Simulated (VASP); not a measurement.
OSZICAR of a VASP run on HgTe (zinc blende):

### OSZICAR
```
       N       E                     dE             d eps       ncg     rms          rms(c)
DAV:   1     0.111580482407E+03    0.11158E+03   -0.80276E+03  1456   0.118E+03
DAV:   2     0.490790960927E+01   -0.10667E+03   -0.10157E+03  1561   0.264E+02
DAV:   3     0.338995151773E+00   -0.45689E+01   -0.45505E+01  1786   0.564E+01
DAV:   4     0.294232327989E+00   -0.44763E-01   -0.44757E-01  1987   0.521E+00
DAV:   5     0.294071079517E+00   -0.16125E-03   -0.16125E-03  1779   0.282E-01    0.689E+00
DAV:   6     0.497726148079E+00    0.20366E+00   -0.50515E-01  1646   0.101E+01    0.559E+00
DAV:   7     0.503893905420E+00    0.61678E-02   -0.99900E-02  1611   0.245E+00    0.210E+00
DAV:   8     0.504861333155E+00    0.96743E-03   -0.93156E-03  1516   0.130E+00    0.571E-01
DAV:   9     0.504946993525E+00    0.85660E-04   -0.79605E-04  1686   0.345E-01    0.979E-02
DAV:  10     0.504931369761E+00   -0.15624E-04   -0.87338E-05  1559   0.100E-01    0.458E-02
DAV:  11     0.504924151708E+00   -0.72181E-05   -0.18745E-05  1671   0.374E-02    0.199E-02
DAV:  12     0.504925000733E+00    0.84903E-06   -0.27716E-06  1595   0.138E-02    0.116E-02
DAV:  13     0.504925034936E+00    0.34203E-07   -0.16330E-07  1435   0.350E-03
   1 F= 0.50492503E+00 E0= 0.50492503E+00  d E =0.000000E+00
```

Q: Which electronic solver shows in the log?

A: It is blocked Davidson (ALGO = Normal, or the opening steps of other solvers). The INCAR had ALGO = Normal.

Q: Can the final energy be trusted as converged?

A: The run converged. It stopped with EDIFF = 1E-7, NELM = 100 (rev-vdW-DF2, plane waves, VASP's PBE PAW potentials (set 64)).

The compound is HgTe in the zinc blende structure. It was relaxed first, which changed the volume by +6 %.
